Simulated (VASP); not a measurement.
A run of VASP 6.6.1:

INCAR

```
SYSTEM = Ga2SnSe
  ALGO = Normal
  EDIFF = 1E-6
  EDIFFG = -0.01
  ENCUT = 520
  GGA = PE
  IBRION = 2
  ISIF = 3
  ISMEAR = 0
  KPAR = 4
  LASPH = .TRUE.
  LCHARG = .FALSE.
  LREAL = .FALSE.
  LWAVE = .FALSE.
  NELM = 120
  NSW = 90
  PREC = Accurate
  SIGMA = 0.1
```

The input KPOINTS:

```
k-points
0
G
  10 10 2
  0 0 0
```

Contents of POSCAR:

```
Ga2SnSe
1.0
    3.8832217200      0.0000000000      0.0000000000
   -1.9416108600      3.3629686600      0.0000000000
    0.0000000000      0.0000000000     15.6860000000
Ga Sn Se
4 2 2
Direct
    0.0000000000      0.0000000000      0.0799439000
    0.0000000000      0.0000000000      0.9200561000
    0.3333333300      0.6666666700      0.4501466300
    0.6666666700      0.3333333300      0.5498533700
    0.3333333300      0.6666666700      0.6650516400
    0.6666666700      0.3333333300      0.3349483600
    0.3333333300      0.6666666700      0.1556164700
    0.6666666700      0.3333333300      0.8443835300
```

Potentials or basis: VASP PAW PBE potentials, release 64 (Ga_d, Sn_d, Se).

Launch:

```bash
$ cat potpaw_PBE.64/Ga_d/POTCAR potpaw_PBE.64/Sn_d/POTCAR potpaw_PBE.64/Se/POTCAR > POTCAR
$ mpirun -np 4 vasp_std > vasp.out
```

Hardware: 4 MPI ranks on Intel(R) Xeon(R) Platinum 8488C (Sapphire Rapids), on a shared host.

**Question.** Estimate the wall time of this run.

**Answer.** Run time: 21 min on 4 MPI ranks on Intel(R) Xeon(R) Platinum 8488C (Sapphire Rapids), on a shared host, peak memory 0.52 GiB a rank. Counts: scf iterations 214, k points 28, ion steps 27.
